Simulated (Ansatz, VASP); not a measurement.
# C: VASP beside Ansatz

Aim: how closely do two programs agree when they are given the same cell, functional and k mesh? Of the first pair: The structure shown is frame 165 of Ansatz's trajectory.

Main program and level: Ansatz 0.2.0; plane waves, with VASP 6.6.1 beside it; single point at LDA.

**1. Set-up**

The cell holds 42 atoms: 42 C. Its edges and angles: a = 6.855 Å, b = 6.855 Å, c = 6.855 Å, α = 90.0°, β = 90.0°, γ = 90.0°. Kind glass; density_g_cm3 2.6; melt_temperature_k 3500; route random start, relaxed, short melt, two cooling runs, relaxed.

**2. Ansatz: dynamics, LDA**

Ansatz runs on its PAW soft_1 files.

One frame of this run of dynamics is then solved in both programs, so the motion causes no difference.

The input, input.yaml:

```yaml
crystal:
  lattice:
    - [6.8554839657, 0.0, 0.0]
    - [0.0, 6.8554839657, 0.0]
    - [0.0, 0.0, 6.8554839657]
  atoms:
    - { symbol: C, position: [-0.01427164, 0.1568429, 0.87841457] }
    - { symbol: C, position: [0.57491025, 0.16111962, 0.39889175] }
    - { symbol: C, position: [0.53718571, 0.26595817, 0.57487801] }
    - { symbol: C, position: [0.02758974, 0.24097876, 0.52561249] }
    - { symbol: C, position: [0.45402849, 0.63682696, 0.66768503] }
    - { symbol: C, position: [0.94489011, 0.14392507, 0.6765852] }
    - { symbol: C, position: [0.69637082, 0.32473769, 0.05603149] }
    - { symbol: C, position: [0.98665332, 0.21904785, 0.32756608] }
    - { symbol: C, position: [0.95628537, 0.57354725, 0.38093634] }
    - { symbol: C, position: [0.81649611, -0.02153356, 0.65429502] }
    - { symbol: C, position: [0.30870424, 0.78710242, 0.67189436] }
    - { symbol: C, position: [0.61566259, 0.87373087, 0.33190757] }
    - { symbol: C, position: [0.77110019, 0.92363647, 0.18477893] }
    - { symbol: C, position: [0.88504094, 0.38879983, 0.43386609] }
    - { symbol: C, position: [0.21354393, 0.73990662, 0.22442311] }
    - { symbol: C, position: [0.41061448, 0.617025, 0.19717893] }
    - { symbol: C, position: [0.45584718, 1.01981611, 0.29442575] }
    - { symbol: C, position: [0.8656534, 0.20243385, 1.02315825] }
    - { symbol: C, position: [0.57964208, 0.65010859, 1.04166781] }
    - { symbol: C, position: [0.29962057, 0.06301335, 0.18163313] }
    - { symbol: C, position: [0.20823986, 0.90247312, 0.06633667] }
    - { symbol: C, position: [0.44109329, 0.46478469, 0.80040403] }
    - { symbol: C, position: [1.0403407, 0.62606711, 0.20621345] }
    - { symbol: C, position: [0.70497663, 0.41285765, 0.56593087] }
    - { symbol: C, position: [0.38070864, 0.39693609, 0.21462088] }
    - { symbol: C, position: [0.91592848, 0.64961526, 0.72907792] }
    - { symbol: C, position: [0.87345197, 0.83920508, 0.82696146] }
    - { symbol: C, position: [0.57889276, 0.30357609, 0.21996726] }
    - { symbol: C, position: [0.24157974, 0.87001691, 0.84275684] }
    - { symbol: C, position: [0.90606922, 0.61565165, 1.06047962] }
    - { symbol: C, position: [0.77630595, 0.50362177, 0.75169485] }
    - { symbol: C, position: [0.56607455, 0.67279845, 0.33207298] }
    - { symbol: C, position: [0.39553561, 0.29957564, 0.70159919] }
    - { symbol: C, position: [0.88350524, 0.08612827, 0.19446009] }
    - { symbol: C, position: [0.01486824, 0.68459674, 0.54478065] }
    - { symbol: C, position: [0.05797009, 0.94916844, 0.90465415] }
    - { symbol: C, position: [0.22350807, 0.2635423, 0.21816009] }
    - { symbol: C, position: [0.62668938, 0.47679653, 0.91798785] }
    - { symbol: C, position: [0.18294478, 0.78213049, 0.49356107] }
    - { symbol: C, position: [0.7621847, 0.78091861, 1.02573736] }
    - { symbol: C, position: [0.57308193, 0.58118537, 0.51565929] }
    - { symbol: C, position: [0.69259662, 0.9883381, 0.49737962] }
kpoints:
  mp_grid: { grid: [1, 1, 1] }
scf:
  occupations: { method: fermi_dirac, width: 0.1 }
  n_extra_bands: 27
hamiltonian:
  xc: lda
  pseudopotentials: { kind: paw, azcp: { folder: soft_1 }, xc_functional: pbe }
output:
  forces: true
basis:
  ecutwfc: 320
md:
  timestep: 1.5
  n_steps: 495
  ensemble: nvt_langevin
  temperature: 3500
  seed: 2
```

The run is started by

```sh
$ ansatz run input.yaml --threads 8 --pin off --max-ram 23552MiB --backend cpu --events-out ev --progress --plain --runs-dir out
```

Numbers of over 12 decimals in the logs are rounded to 6 here.

Log:

```text
Warning: md: disabling space-group detection — thermal motion breaks the input geometry's symmetry, so no spatial operation reduces the k-mesh or symmetrises the density; time reversal is kept, so that k and −k are solved as one point where they differ and the mesh holds both, and exact exchange and, on two spinor components, a DFT+U term hold to it where the run has them: on two components no moment then forms, and  [...]
Warning: basis.ecutwfc = 320 eV is below the records' recommended 420 eV, and the density's cutoff is lower with it unless basis.ecutrho_ratio is high enough to keep the records' density cutoff: compare with a run at a higher cutoff
scf.n_extra_bands = 27 over 84 filled bands (N_el = 168.0): the run solves 111 bands
Engine: ansatz 0.2.0, aarch64-unknown-linux-gnu
Pseudopotentials: kind: paw
Pseudopotential: C, paw, valence charge 4, recommended cutoff 420 eV (normal), soft_1/C.paw.azcp
Functional definition: SPW92
  exchange = slater_x
  correlation = pw_c
Crystal: 42 atoms, lattice volume = 322.192 Å³
Basis set: ecut = 320 eV, 4139 PW (Γ)
Bands: 111, of which v1, the nominal top of the filled ones, is band 84 counted from 1 (83 counted from 0)
Symmetry: 1 space group operations
k-points: 1
Non-local potential: C, projectors of the file, l = 0: 2, l = 1: 2, l = 2: 1
PAW form: soft (Blöchl's): semilocal exchange-correlation on the pseudo side does not see the compensation charge
PAW frozen core: C, regenerated for the run's functional, and the local potential with it (the file was generated under x = pbe(κ = 0.804, μ = 0.219515), c = pbe(β = 0.066725))
PAW one-centre angular grid: C, 110 points (default); XC on 64 Gauss nodes
Initial density: superposition of atomic densities (chi_scale 0.1, normalization cell)
Initial wavefunctions: pseudopotential atomic-orbital guess
Functional: x = slater, c = lda
SCF iter   1: F=—  HF=-10177.825846 eV  |F-HF|=—  |Δ(HF+E_count)|=         —  Δρ=1.29e-1  dr2=4.79e1  ethr=3.10e-3  ⟨swp⟩=6.0  Hψ=481  notcnv=0  defer=7
preconditioner: auto → Resta (q_TF=auto, 2.448 Å⁻¹)  ε∞=5.0  [insulator: Δε(μ)=0.667 eV  Ē_g=13.351 eV  σ=0.100 eV  W_gap=0.93  n_scr=80 (ndim 8)  ℏωp=26.8 eV  f_vac=0.010  D(μ)=1.36/eV (n_scr^D=0)  ε∞_Penn≈5.0]
SCF iter   2: F=—  HF=-10163.444749 eV  |F-HF|=—  |Δ(HF+E_count)|=    1.44e1  Δρ=6.61e-2  dr2=1.24e1  ethr=3.10e-3  ⟨swp⟩=3.0  Hψ=242  notcnv=0  defer=9
SCF iter   3: F=—  HF=-10158.850963 eV  |F-HF|=—  |Δ(HF+E_count)|=    4.59e0  Δρ=2.74e-2  dr2=4.77e0  ethr=3.10e-3  ⟨swp⟩=3.0  Hψ=219  notcnv=0  defer=9
SCF iter   4: F=—  HF=-10158.148116 eV  |F-HF|=—  |Δ(HF+E_count)|=   7.03e-1  Δρ=6.26e-3  dr2=1.34e-1  ethr=2.84e-3  ⟨swp⟩=2.0  Hψ=143  notcnv=0  defer=9
SCF iter   5: F=—  HF=-10158.129780 eV  |F-HF|=—  |Δ(HF+E_count)|=   1.83e-2  Δρ=2.02e-3  dr2=1.63e-2  ethr=7.99e-5  ⟨swp⟩=2.0  Hψ=165  notcnv=0  defer=9
SCF iter   6: F=—  HF=-10158.127985 eV  |F-HF|=—  |Δ(HF+E_count)|=   1.79e-3  Δρ=6.05e-4  dr2=1.74e-3  ethr=9.73e-6  ⟨swp⟩=3.0  Hψ=225  notcnv=0  defer=9
SCF iter   7: F=—  HF=-10158.128204 eV  |F-HF|=—  |Δ(HF+E_count)|=   2.19e-4  Δρ=1.64e-4  dr2=1.39e-4  ethr=1.04e-6  ⟨swp⟩=3.0  Hψ=186  notcnv=0  defer=9
SCF iter   8: F=—  HF=-10158.128255 eV  |F-HF|=—  |Δ(HF+E_count)|=   5.15e-5  Δρ=5.81e-5  dr2=1.59e-5  ethr=8.25e-8  ⟨swp⟩=3.0  Hψ=204  notcnv=0  defer=9
SCF iter   9: F=—  HF=-10158.128261 eV  |F-HF|=—  |Δ(HF+E_count)|=   5.22e-6  Δρ=1.76e-5  dr2=1.29e-6  ethr=9.44e-9  ⟨swp⟩=2.0  Hψ=148  notcnv=0  defer=9
SCF iter  10: F=—  HF=-10158.128261 eV  |F-HF|=—  |Δ(HF+E_count)|=   2.50e-7  Δρ=4.91e-6  dr2=1.05e-7  ethr=7.70e-10  ⟨swp⟩=2.0  Hψ=151  notcnv=0  defer=9
SCF iter  11: F=-10158.128261 eV  HF=-10158.128261 eV  |F-HF|=6.91e-11  |Δ(HF+E_count)|=   2.51e-8  Δρ=1.18e-6  dr2=5.89e-9  ethr=2.50e-11  ⟨swp⟩=4.0  Hψ=348  notcnv=0
SCF 1 converged in 11 iterations: F = -10158.128261 eV  dr2 = 5.89e-9
  greatest PAW one-centre occupation: 0.684 electrons in one spin orbital (limit 2), on the C atom at site 8 (counted from 0), in its partial waves of l = 0
md step     0: t =     0.00 fs  T =     0.0 K  F+E_penalty+E_count = -10158.12826091 eV  E_kin = 0.000000 eV  (11 SCF iters)
[...]
md step    60: t =    90.00 fs  T =  1619.6 K  F+E_penalty+E_count = -10147.50523314 eV  E_kin = 8.792750 eV  (10 SCF iters)
[...]
md step    61: t =    91.50 fs  T =  1543.4 K  F+E_penalty+E_count = -10147.52056850 eV  E_kin = 8.379185 eV  (8 SCF iters)
[...]
md step    62: t =    93.00 fs  T =  1713.5 K  F+E_penalty+E_count = -10147.77797982 eV  E_kin = 9.302496 eV  (8 SCF iters)
[...]
md step    63: t =    94.50 fs  T =  1925.4 K  F+E_penalty+E_count = -10148.20180844 eV  E_kin = 10.452986 eV  (8 SCF iters)
[...]
md step    64: t =    96.00 fs  T =  2179.8 K  F+E_penalty+E_count = -10148.70975684 eV  E_kin = 11.834201 eV  (8 SCF iters)
SCF iter   1: F=—  HF=-10148.995590 eV  |F-HF|=—  |Δ(HF+E_count)|=         —  Δρ=2.30e-3  dr2=1.32e-2  ethr=9.04e-5  ⟨swp⟩=4.0  Hψ=331  notcnv=0  defer=10
preconditioner: auto → LDOS  [insulator: Δε(μ)=0.254 eV  Ē_g=12.438 eV  σ=0.100 eV  W_gap=0.56  n_scr=80 (ndim 8)  ℏωp=26.8 eV  f_vac=0.026  D(μ)=8.42/eV (n_scr^D=56)  ε∞_Penn≈5.6  β→1.0]
SCF iter   2: F=—  HF=-10148.992458 eV  |F-HF|=—  |Δ(HF+E_count)|=   3.13e-3  Δρ=9.20e-4  dr2=3.16e-3  ethr=7.88e-6  ⟨swp⟩=2.0  Hψ=201  notcnv=0  defer=10
SCF iter   3: F=—  HF=-10148.991535 eV  |F-HF|=—  |Δ(HF+E_count)|=   9.22e-4  Δρ=2.64e-4  dr2=2.83e-4  ethr=1.88e-6  ⟨swp⟩=2.0  Hψ=173  notcnv=0  defer=10
SCF iter   4: F=—  HF=-10148.991489 eV  |F-HF|=—  |Δ(HF+E_count)|=   4.62e-5  Δρ=8.34e-5  dr2=3.00e-5  ethr=1.68e-7  ⟨swp⟩=2.0  Hψ=175  notcnv=0  defer=10
SCF iter   5: F=—  HF=-10148.991464 eV  |F-
```

In the SCF lines HF is the Harris–Foulkes energy and dr2 the Hartree energy of the density residual, in eV; the loop may stop once dr2 is under the threshold and the program's other checks hold. Hψ counts applications of the Hamiltonian.

**3. VASP: single point, LDA, pair 1**

The same cell, functional (in two slightly different forms), mesh and smearing now go to VASP, with its own data sets.

Lines of VASP's logs that name or quote its potential files are left out, and so is its time.

The input, INCAR:

```
SYSTEM = C
PREC = Accurate
ENCUT = 520
EDIFF = 1E-06
NELM = 120
ISMEAR = -1
SIGMA = 0.1
LREAL = Auto
ALGO = Normal
GGA = PW92
NBANDS = 120
LORBIT = 11
LWAVE = .FALSE.
LCHARG = .FALSE.
ISIF = 2
LASPH = .TRUE.
GGA_COMPAT = .FALSE.
EFERMI = MIDGAP
NCORE = 2
```

The input, POSCAR:

```
C
1.0
    6.8554839657      0.0000000000      0.0000000000
    0.0000000000      6.8554839657      0.0000000000
    0.0000000000      0.0000000000      6.8554839657
C
42
Direct
    0.8686224044      0.1259883335      0.8934127817
    0.4192319630      0.1406023272      0.5200705038
    0.4532400653      0.3509444427      0.5510372453
    0.9745300258      0.2882595904      0.5675304646
    0.3863651368      0.6906790277      0.7170195459
    0.8374839805      0.2171239853      0.7059729151
    0.6526159236      0.3670451295      0.1174356186
    0.9595491774      0.2957729914      0.3303126390
    0.8340745932      0.6511899120      0.3264822748
    0.6640667563      0.0172851400      0.6976986634
    0.2398936396      0.8254889120      0.6706989649
    0.5342143630      0.9040775284      0.3291576512
    0.7881631738      0.9752188224      0.2498789303
    0.7754200909      0.4270356425      0.3178677116
    0.1863882997      0.7448922681      0.0680720723
    0.3742807966      0.6689990120      0.0945656066
    0.4077623132      0.1102043325      0.2787132184
    0.7923498949      0.1120453354      0.0990068736
    0.5105658503      0.6877542160      0.9075400119
    0.1613495131      0.0243621021      0.2370050033
    0.1382271485      0.9267778952      0.0161116269
    0.2962082634      0.4752780426      0.5888032151
    0.0509767124      0.6174347458      0.1118783158
    0.6354563765      0.4672876512      0.5360129231
    0.3178493321      0.4169866073      0.1371799576
    0.9020308458      0.6399673636      0.6737302608
    0.8236177093      0.8026948976      0.7734320475
    0.4495421498      0.2817485986      0.1355161801
    0.1850266161      0.9439661784      0.7985974480
    0.8576697181      0.7524294457      0.1461524875
    0.7771163971      0.4769065199      0.7038124550
    0.4652492830      0.7196574341      0.3060360159
    0.1373983230      0.3631599188      0.5933438136
    0.9668990597      0.1041296287      0.2387609698
    0.9532664650      0.6992755032      0.4733756240
    0.9567077975      0.9338293302      0.8678974424
    0.0971522949      0.4326485212      0.2003727245
    0.6642037269      0.4756526332      0.9076901107
    0.1409238217      0.8175926059      0.4528005631
    0.7333254698      0.7122497878      0.9569438179
    0.5829671574      0.5874602027      0.3882124170
    0.6100058028      0.0205123424      0.5063792750
```

The input, KPOINTS:

```
Automatic mesh
0
Gamma
1 1 1
0 0 0
```

Potentials, in the order of the species: C (LDA family, release 64).

The run is started by

```sh
$ mpirun -np 8 vasp_gam
```

Log:

```text
[banner, memory and clock lines left out]
running    8 mpi-ranks, on    1 nodes
[...]
|                                                                             |
|               ----> ADVICE to this user running VASP <----                  |
|                                                                             |
|     You enforced a specific xc type in the INCAR file but a different       |
|     [... a line on the potential file left out ...]
|     I HOPE YOU KNOW WHAT YOU ARE DOING!                                     |
|                                                                             |

 LDA part: xc-table for (Slater(with rela. corr.)+PW92), standard interpolation
 POSCAR, INCAR and KPOINTS ok, starting setup
[...]
entering main loop
       N       E                     dE             d eps       ncg     rms          rms(c)
DAV:   1     0.105621212330E+04    0.10562E+04   -0.98572E+04   240   0.141E+03
DAV:   2    -0.276362483841E+03   -0.13326E+04   -0.12462E+04   296   0.320E+02
DAV:   3    -0.384510898673E+03   -0.10815E+03   -0.10476E+03   304   0.859E+01
DAV:   4    -0.387727608252E+03   -0.32167E+01   -0.31833E+01   288   0.157E+01
[...]
DAV:  14    -0.367353196017E+03   -0.81536E-05   -0.56898E-05   288   0.231E-02    0.232E-02
DAV:  15    -0.367353199720E+03   -0.37034E-05   -0.14657E-05   280   0.110E-02    0.553E-03
DAV:  16    -0.367353199821E+03   -0.10106E-06   -0.18509E-06   160   0.433E-03
   1 F= -.36735320E+03 E0= -.36721938E+03  d E =-.267649E+00
```

OUTCAR, selected parts (step 3):

```text
  Total        1.4152002    -11.5639420    -35.1255212    -20.0659669     16.7714578     -6.2425461
  in kB        7.0374302    -57.5045392   -174.6702738    -99.7829448     83.4001895    -31.0425924
  external PRESSURE =     -75.0457943 kB  Pullay stress =       0.0000000 kB

 POSITION                                       TOTAL-FORCE (eV/Angst)
 -----------------------------------------------------------------------------------
      5.95483      0.86371      6.12478        -0.431857     -2.331259      1.360332
      2.87404      0.96390      3.56533         3.652482      3.799244     -4.590357
      3.10718      2.40589      3.77763         0.463428     -1.054833      0.235791
      6.68087      1.97616      3.89070        -0.030720     -3.584925     -3.444106
      2.64872      4.73494      4.91552        -0.184904     -1.460950     -0.739059
      5.74136      1.48849      4.83979        -0.699032      1.472653      1.862527
      4.47400      2.51627      0.80508         1.928147     -4.070062     -1.846458
      6.57817      2.02767      2.26445        -0.292535      2.870285      0.998408
      5.71798      4.46422      2.23819        -4.266192     -4.706957     -0.595242
      4.55250      0.11850      4.78306         3.609857     -3.315080     -1.110658
      1.64459      5.65913      4.59797         2.911089     -3.409151     -6.241196
      3.66230      6.19789      2.25653         1.391587      6.283604      0.788180
      5.40324      6.68560      1.71304         0.427922     -3.117293     -2.847781
      5.31588      2.92754      2.17914        -0.732503      0.697427     -1.789704
[...]
-----------------------------------------------------------------------------------
    total drift:                                0.033604      0.020680      0.017057

  FREE ENERGIE OF THE ION-ELECTRON SYSTEM (eV)
  ---------------------------------------------------
  free  energy   TOTEN  =      -367.3531998211 eV

  energy  without entropy=     -367.0855506593  energy(sigma->0) =     -367.21937524

[... 3 further parts left out ...]
[key lines of the parts left out:]
E-fermi :   6.2329
```

The gap is under twice the smearing width, so the edge states are partly filled and the run can't tell a small gap from a semimetal.

**4. Comparison**

Known differences besides the potentials themselves: the cutoff is 320 eV in Ansatz and 520 eV in VASP (PREC = Accurate, projectors in real space); VASP's log shows a relativistic correction to its local exchange, Ansatz's none; Ansatz's log warns that its cutoff lies below the recommended one. Total energies have different zeros and are not compared.

Forces on 10 of the 42 atoms, those with the largest forces and the largest differences (eV/Å; atoms numbered as in POSCAR):

| atom | Ansatz x, y, z | VASP x, y, z |
| --- | --- | --- |
| C2 | 3.666, 3.767, -4.644 | 3.652, 3.799, -4.590 |
| C9 | -4.356, -4.810, -0.616 | -4.266, -4.707, -0.595 |
| C11 | 2.863, -3.432, -6.326 | 2.911, -3.409, -6.241 |
| C18 | 0.009, 6.558, -5.400 | -0.041, 6.566, -5.405 |
| C21 | 0.395, 1.321, -1.931 | 0.450, 1.192, -1.887 |
| C25 | -5.225, 4.856, 0.596 | -5.133, 4.770, 0.593 |
| C29 | -5.468, 5.932, 6.300 | -5.377, 5.879, 6.227 |
| C32 | -1.944, -1.069, -3.511 | -1.846, -1.039, -3.413 |
| C35 | 5.631, 3.128, 2.613 | 5.572, 3.087, 2.564 |
| C36 | 5.924, 4.382, -0.205 | 5.802, 4.399, -0.241 |

The forces differ by 52 meV/Å r.m.s., which is 1.9 % of the r.m.s. force of 2.806 eV/Å (both taken over all components).

**5. Ansatz: dynamics, LDA**

One frame of this run of dynamics is then solved in both programs, so the motion causes no difference.

The structure compared here is frame 330 of Ansatz's trajectory.

input.yaml is that of step 2.

The run is started by

```sh
$ ansatz run input.yaml --threads 8 --pin off --max-ram 23552MiB --backend cpu --events-out ev --progress --plain --runs-dir out
```

Log:

```text
[...]
Crystal: 42 atoms, lattice volume = 322.192 Å³
Basis set: ecut = 320 eV, 4139 PW (Γ)
Bands: 111, of which v1, the nominal top of the filled ones, is band 84 counted from 1 (83 counted from 0)
Symmetry: 1 space group operations
k-points: 1
[...]
SCF iter   1: F=—  HF=-10177.825846 eV  |F-HF|=—  |Δ(HF+E_count)|=         —  Δρ=1.29e-1  dr2=4.79e1  ethr=3.10e-3  ⟨swp⟩=6.0  Hψ=481  notcnv=0  defer=7
[...]
md step     0: t =     0.00 fs  T =     0.0 K  F+E_penalty+E_count = -10158.12826091 eV  E_kin = 0.000000 eV  (11 SCF iters)
[...]
md step    60: t =    90.00 fs  T =  1619.6 K  F+E_penalty+E_count = -10147.50523314 eV  E_kin = 8.792750 eV  (10 SCF iters)
[...]
md step    63: t =    94.50 fs  T =  1925.4 K  F+E_penalty+E_count = -10148.20180844 eV  E_kin = 10.452986 eV  (8 SCF iters)
[...]
md step    64: t =    96.00 fs  T =  2179.8 K  F+E_penalty+E_count = -10148.70975684 eV  E_kin = 11.834201 eV  (8 SCF iters)
[...]
```

(Part 1 of 2 ends here.)

[Lines on the potential files, build, host, timing and source positions are cut from VASP's logs without a mark.]

[Logs are printed without paths, hosts, clocks, repeated set-up lines and the standing remarks that a program may print on its own settings, such as how far it seeks lower states.]

[Hosts, paths, dates, database ids (printed as entryN), source tags and the programs' standing remarks are cut or masked in the printed files.]
